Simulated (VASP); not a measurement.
Method: PBE GGA with D4 dispersion, VASP's PBE PAW potentials (set 64) (plane waves; VASP).

The input files of a VASP run:

**POSCAR**
```
ZrB2
1
    1.5753184337    -2.7285320267    -0.0000000000
    1.5753184337     2.7285320267    -0.0000000000
    0.0000000000    -0.0000000000     3.5045041891
Zr B
1 2
Direct
  0.0000000000   0.0000000000   0.0000000000
  0.3333330000   0.6666670000   0.5000000000
  0.6666670000   0.3333330000   0.5000000000
```

KPOINTS:
```
Automatic
0
G
10 10 8
0 0 0
```

INCAR:
```
SYSTEM=ZrB2
PREC=Accurate; ENCUT=520; LREAL=.FALSE.
LASPH=.TRUE.
EDIFF=1E-6; NELM=100; ALGO=Normal
LMAXMIX=4
ISMEAR=1; SIGMA=0.1
GGA=PE; IVDW=13
IBRION=2; NSW=60; ISIF=3
EDIFFG=-0.02
LWAVE=.FALSE.; LCHARG=.FALSE.
```

POTCAR, in this order: Zr_sv B (PBE.64 set). Program: vasp_std.

The resulting files:

### OSZICAR
```
       N       E                     dE             d eps       ncg     rms          rms(c)
DAV:   1     0.113869572034E+03    0.11387E+03   -0.10051E+04  1820   0.139E+03
DAV:   2    -0.216910120162E+02   -0.13556E+03   -0.13081E+03  2105   0.338E+02
DAV:   3    -0.275036253528E+02   -0.58126E+01   -0.57478E+01  2854   0.616E+01
DAV:   4    -0.276551570701E+02   -0.15153E+00   -0.15148E+00  2295   0.920E+00
DAV:   5    -0.276593050439E+02   -0.41480E-02   -0.41476E-02  2811   0.117E+00    0.226E+01
DAV:   6    -0.249966144619E+02    0.26627E+01   -0.77108E+00  2163   0.201E+01    0.926E+00
DAV:   7    -0.249617418372E+02    0.34873E-01   -0.91909E-01  2764   0.634E+00    0.322E+00
DAV:   8    -0.249632505166E+02   -0.15087E-02   -0.10196E-01  2180   0.300E+00    0.807E-01
DAV:   9    -0.249602883305E+02    0.29622E-02   -0.16792E-02  2283   0.109E+00    0.136E-01
DAV:  10    -0.249602555544E+02    0.32776E-04   -0.76596E-04  2374   0.259E-01    0.421E-02
DAV:  11    -0.249602667897E+02   -0.11235E-04   -0.28545E-05  2384   0.640E-02    0.130E-02
DAV:  12    -0.249602667664E+02    0.23322E-07   -0.15833E-06  1644   0.141E-02
   1 F= -.25924862E+02 E0= -.25924784E+02  d E =-.259249E+02
```

File OUTCAR:
```
------------------------ aborting loop because EDIFF is reached ----------------------------------------
  Edisp (eV):   -0.96460
  FORCE on cell =-STRESS in cart. coord.  units (eV):
  Direction    XX          YY          ZZ          XY          YZ          ZX
  --------------------------------------------------------------------------------------
  Total       0.03811     0.03811    -0.03698     0.00000    -0.00000     0.00000
  in kB       2.02669     2.02669    -1.96656     0.00000    -0.00000     0.00000
  external pressure =        0.70 kB  Pullay stress =        0.00 kB
  volume of cell :       30.13
      direct lattice vectors                 reciprocal lattice vectors
     1.575318434 -2.728532027  0.000000000     0.317396146 -0.183248719  0.000000000
     1.575318434  2.728532027  0.000000000     0.317396146  0.183248719  0.000000000
     0.000000000  0.000000000  3.504504189     0.000000000  0.000000000  0.285347069
 POSITION                                       TOTAL-FORCE (eV/Angst)
 -----------------------------------------------------------------------------------
      0.00000      0.00000      0.00000         0.000000      0.000000      0.000000
      1.57532      0.90951      1.75225        -0.000000      0.000000      0.000000
      1.57532     -0.90951      1.75225        -0.000000     -0.000000     -0.000000
 -----------------------------------------------------------------------------------
    total drift:                                0.000000      0.000000      0.000000
  FREE ENERGIE OF THE ION-ELECTRON SYSTEM (eV)
  ---------------------------------------------------
  free  energy   TOTEN  =       -25.9248624080 eV

  energy  without entropy=      -25.9246266591  energy(sigma->0) =      -25.92478383

 reached required accuracy - stopping structural energy minimisation
```
(Selected blocks of OUTCAR.)

The compound is ZrB2 in the AlB2 type structure. It was relaxed first. The start is the result of an earlier pass.
